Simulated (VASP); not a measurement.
Input for VASP

### INCAR
```
AGGAC=0.0
ALGO=Normal
EDIFF=1E-7
ENCUT=520
GGA=BO
ISIF=2
ISMEAR=1
LASPH=.True.
LCHARG=.False.
LMAXMIX=6
LREAL=.False.
LUSE_VDW=.True.
LWAVE=.False.
NELM=100
PARAM1=0.1833333333
PARAM2=0.22
PREC=Accurate
SIGMA=0.1
SYSTEM=Au
```

### POSCAR
```
Au
1
    0.0000000000     2.1205311651     2.1205311651
    2.1205311651     0.0000000000     2.1205311651
    2.1205311651     2.1205311651     0.0000000000
Au
1
Direct
  0.0000000000   0.0000000000   0.0000000000
```

**KPOINTS**
```
Automatic mesh
0
Gamma
15 15 15
0 0 0
```

POTCAR, in this order: Au (PBE.64 set). Program: vasp_std.

Problem. Translate this optB88-vdW calculation to Quantum ESPRESSO's pw.x.

Solution. One equivalent input (not run):
```
&CONTROL
  calculation = 'scf'
  pseudo_dir = './pseudo'
  outdir = './out'
  tprnfor = .true.
  tstress = .true.
/
&SYSTEM
  ibrav = 0
  nat = 1
  ntyp = 1
  ecutwfc = 76
  occupations = 'smearing'
  smearing = 'methfessel-paxton'
  degauss = 0.00735
  input_dft = 'vdw-df-obk8'
/
&ELECTRONS
  conv_thr = 7.3e-09
  electron_maxstep = 100
/
ATOMIC_SPECIES
  Au 196.967 Au.upf
CELL_PARAMETERS angstrom
     0.0000000    2.1205312    2.1205312
     2.1205312    0.0000000    2.1205312
     2.1205312    2.1205312    0.0000000
ATOMIC_POSITIONS crystal
  Au   0.0000000  0.0000000  0.0000000
K_POINTS automatic
  15 15 15 0 0 0
```
What does not carry over: the potentials are each code's own (VASP's PAW set, PseudoDojo norm-conserving files in pw.x), so ENCUT and ecutwfc are chosen apart and not converted; conv_thr bounds pw.x's estimated SCF error, while EDIFF bounds the energy change between steps.

The compound is Au in the fcc structure. This cell is one point of a volume scan, at 1.06 of the reference volume.
